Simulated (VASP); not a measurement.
The system is CS2.

```
S C
1.0
     3.64579   -2.99431    0.00000
     3.64579    2.99431    0.00000
     0.00000    0.00000    9.85126
S C
4 2
Direct
  0.18152 0.81848 0.88687
  0.31848 0.68152 0.38687
  0.68152 0.31848 0.61313
  0.81848 0.18152 0.11313
  0.50000 0.50000 0.50000
  0.00000 0.00000 0.00000
```

The cell comes from a database or a generator and needn't be the stable form of this composition.

| Quantity | Value |
| --- | --- |
| Program | VASP 6.6.1 |
| Task | relaxation of cell and atoms |
| Functional | LDA |
| Potentials or basis | VASP PAW LDA potentials, release 64 (S, C) |
| Cutoff | 600 eV |
| k mesh | 6 × 6 × 4 |
| Occupations | gaussian, width 0.02 eV |
| Spin | no spin polarisation |

At the start: pressure -1.6 GPa; volume 35.85 Å³/atom.

Q: How do energy, volume and symmetry change on relaxing?

A: Over 57 steps the energy falls by 82.9 meV/atom and the volume is 21.79 Å³/atom (-39.2 %); space group Cmce (No. 64, to 0.05 Å).

Step by step:
```csv
step,energy change (eV),largest force (eV/Å),pressure (GPa),volume (Å³)
1,0.0000,0.5082,-1.62,215.09
3,-0.0231,0.2332,-0.49,212.26
5,-0.0441,0.2584,-0.49,208.30
7,-0.2499,0.4366,-0.29,175.30
9,2.4217,3.4955,38.39,76.75
11,0.1580,3.4263,14.53,105.30
13,-0.1962,3.0716,7.47,130.00
15,-0.2057,3.0137,7.48,129.10
17,-0.2363,2.7932,7.49,125.52
19,-0.2211,2.0135,8.40,111.82
21,-0.2698,2.3099,7.57,118.62
23,-0.3875,1.5976,5.00,122.65
25,-0.4476,0.8452,-2.60,139.68
27,-0.4943,0.0972,0.05,132.49
29,-0.4943,0.1319,0.18,132.08
31,-0.4952,0.0821,0.14,131.10
33,-0.4954,0.0489,0.11,130.40
35,-0.4954,0.0343,0.09,130.05
37,-0.4954,0.0424,0.11,130.27
39,-0.4957,0.0520,-0.14,130.71
41,-0.4960,0.0462,-0.14,130.90
43,-0.4967,0.0214,-0.14,131.74
45,-0.4967,0.0086,-0.13,132.35
47,-0.4967,0.0145,-0.14,132.01
49,-0.4968,0.0287,-0.04,131.83
51,-0.4969,0.0355,-0.01,131.65
53,-0.4972,0.0179,0.06,130.49
55,-0.4973,0.0115,-0.01,130.54
57,-0.4975,0.0040,0.01,130.72
```

Final structure:
```xyz
6
Lattice="2.8741 -2.6019 0.0000 2.8741 2.6019 0.0000 0.0000 0.0000 8.7404" Properties=species:S:1:pos:R:3 pbc="T T T"
S     2.8741    1.5424    7.6133
S     2.8741    1.0595    3.2431
S     2.8741   -1.0595    5.4973
S     2.8741   -1.5424    1.1271
C     2.8741    0.0000    4.3702
C     0.0000    0.0000    0.0000
```

Caveat: the volume moved by over 15 % at a fixed basis, so the end points are rough.
